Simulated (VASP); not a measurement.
Given:

```xyz
2
Lattice="0.0000 3.0293 3.0293 3.0293 0.0000 3.0293 3.0293 3.0293 0.0000" Properties=species:S:1:pos:R:3 pbc="T T T"
Cu     0.0000     0.0000     0.0000
I      1.5146     1.5146     1.5146
```

The numbers are results of revTPSS meta-GGA, VASP's PBE PAW potentials (set 64) (plane waves; VASP 6.6.1), not measurements. Run with 520 eV cut-off, 8×8×8 Γ-centred mesh, Gaussian smearing of 0.050 eV, potentials Cu I.

**Question.** Give the stress tensor in GPa (positive for a compressed cell).

**Answer.** 
```
-1.22   0.00   0.00
 0.00  -1.22   0.00
 0.00   0.00  -1.22
```
The pressure is its mean diagonal, -1.22 GPa.

The compound is CuI in the zinc blende structure. This cell is one point of a volume scan, at 1.03 of the reference volume.
